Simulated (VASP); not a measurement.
Consider the following.

```
SrTiO3
1.0
    3.92590     0.00000     0.00000
    0.00000     3.92590     0.00000
    0.00000     0.00000     3.92590
Sr Ti O
1 1 3
Cartesian
  0.00000   0.00000   0.00000
  1.96295   1.96295   1.96295
  1.96295   0.00000   1.96295
  0.00000   1.96295   1.96295
  1.96295   1.96295   0.00000
```

The numbers are results of optB88-vdW, VASP's PBE PAW potentials (set 64) (plane waves; VASP), not measurements. Settings: 520 eV cut-off, Gaussian smearing of 0.050 eV, potentials Sr_sv Ti_sv O.

Task: Predict the band gap (along the path) with the smallest direct gap where there is one.

Result: 
```
Item                                    Value
------------------------------------  -------
band gap (along the path)             1.83 eV
smallest direct gap (along the path)  2.19 eV
```

Only differences to runs with the same potentials and settings are physical.

The compound is SrTiO3 in the cubic perovskite structure, the ideal cubic form; the compound distorts at low or room temperature. It was relaxed first.
